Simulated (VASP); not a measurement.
Data:

```yaml
crystal:
  lattice:
    - [3.55402, 0.00000, 0.00000]
    - [-1.77701, 3.07788, 0.00000]
    - [0.00000, 0.00000, 5.86004]
  atoms:
    - { symbol: Be, position: [0.33333, 0.66667, 0.00060] }
    - { symbol: Be, position: [0.66667, 0.33333, 0.50060] }
    - { symbol: Se, position: [0.33333, 0.66667, 0.37440] }
    - { symbol: Se, position: [0.66667, 0.33333, 0.87440] }
```

These are PBEsol GGA, VASP's PBE PAW potentials (set 64) (plane waves; VASP) values and carry that method's errors. Settings: 500 eV cut-off, 7×7×4 Γ-centred mesh, Gaussian smearing of 0.050 eV, potentials Be Se.

Q: Estimate the energy per atom (σ→0), pressure.

A: 
```
Property                       Result
---------------------  --------------
energy per atom (σ→0)  -4.706 eV/atom
pressure                     4.90 GPa
```

Total energies compare only between runs with the same potentials, cut-off and functional.

The structure was generated: BeSe was put into the wurtzite type (P6_3mc), which need not be its known phase. It was relaxed first under an external pressure of 5 GPa.
